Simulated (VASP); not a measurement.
VASP runs on NiO (rock salt, AFM-II order) share one base input (PBE GGA, plane waves, VASP's PBE PAW potentials (set 64)) and change the settings named in each case.

File KPOINTS:
```
Regular mesh
0
Gamma
8 8 8
```

**POSCAR**
```
NiO
1
    4.2636000000     2.1318000000     2.1318000000
    2.1318000000     4.2636000000     2.1318000000
    2.1318000000     2.1318000000     4.2636000000
Ni O
2 2
Direct
  0.0000000000   0.0000000000   0.0000000000
  0.5000000000   0.5000000000   0.5000000000
  0.2500000000   0.2500000000   0.2500000000
  0.7500000000   0.7500000000   0.7500000000
```

INCAR:
```
LASPH  =  .True.
SYSTEM  =  NiO
LWAVE  =  .False.
EDIFF  =  1E-6
GGA  =  PE
NELM  =  100
LMAXMIX  =  4
LREAL  =  .False.
LORBIT  =  10
ISPIN  =  2   ! spin-polarised
LCHARG  =  .False.
ISMEAR  =  0
ALGO  =  Normal
ISIF  =  2   ! forces and stress, cell fixed
PREC  =  Accurate
SIGMA  =  0.05   ! width (eV)
ENCUT  =  520
MAGMOM  =  2.0 -2.0 2*0.0
```

POTCAR, in this order: Ni O (PBE.64 set). Program: vasp_std.

```csv
change,E(σ→0) (eV/atom),pressure (GPa),gap on the mesh (eV),moment (μB),−TS (eV)
base run,-5.8583,-8.87,0.92,0.00,0.0000
"ISPIN = 1, the spin start removed",-5.6547,-12.59,0.00,-,-0.0079
MAGMOM = 0 0 0 0,-5.6547,-12.62,0.00,0.00,-0.0079
MAGMOM = 0.4 -0.4 0.0 0.0,-5.8583,-8.86,0.92,0.00,0.0000
MAGMOM = 4.0 0.0 0.0 0.0,-5.8583,-8.83,0.92,0.00,0.0000
MAGMOM = 2.0 2.0 0.0 0.0,(withheld),(withheld),0.00,(withheld),(withheld)
```

Problem. Some entries are withheld; supply them.

Solution. 
- MAGMOM = 2.0 2.0 0.0 0.0, E(σ→0) (eV/atom): -5.7347
- MAGMOM = 2.0 2.0 0.0 0.0, pressure (GPa): -5.57
- MAGMOM = 2.0 2.0 0.0 0.0, moment (μB): 3.70
- MAGMOM = 2.0 2.0 0.0 0.0, −TS (eV): -0.0022

Left out are runs that ran out of time, are held back, or changed the cell or the kind of run, fixed moments of cells without a moment, rows past the twelfth, gaps on odd meshes, pressures of charged cells and columns that move by less than the noise.

The compound is NiO in the rock salt, AFM-II order structure. The cell was not relaxed at this level.
